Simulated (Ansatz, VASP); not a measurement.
# Two plane-wave programs on CsBa3

```xyz
4
Lattice="6.6044 0.0000 0.0000 0.0000 6.6044 0.0000 0.0000 0.0000 6.6044" Properties=species:S:1:pos:R:3 pbc="T T T"
Cs    0.0000    0.0000    0.0000
Ba    0.0000    3.3022    3.3022
Ba    3.3022    0.0000    3.3022
Ba    3.3022    3.3022    0.0000
```

Alike in both runs: task single point; functional PBE; k mesh 2 × 2 × 2; occupations gaussian, width 0.1 eV; no spin polarisation.

|  | VASP | Ansatz |
| --- | --- | --- |
| version | VASP 6.6.1 | Ansatz 0.2.0 |
| potentials or method | VASP PAW PBE potentials, release 64 (Cs_sv, Ba_sv) | scalar-relativistic, plane waves, PAW |
| plane-wave cutoff (eV) | 520 | 420 |
| valence electrons in the cell | 39 | 39 |

|  | VASP | Ansatz | Ansatz less VASP |
| --- | --- | --- | --- |
| gap on the k mesh at the Fermi level (eV) | none | none | - |
| pressure (GPa) | 0.3 | 0.3 | 0.00 |

A gap of «none» marks a metal or a gap that the smearing closes.

Caveats: the k mesh is coarse (spacing up to 0.48 Å⁻¹), so the values aren't converged. The runs have no spin-orbit coupling, so splittings on Ba, Cs are missing.
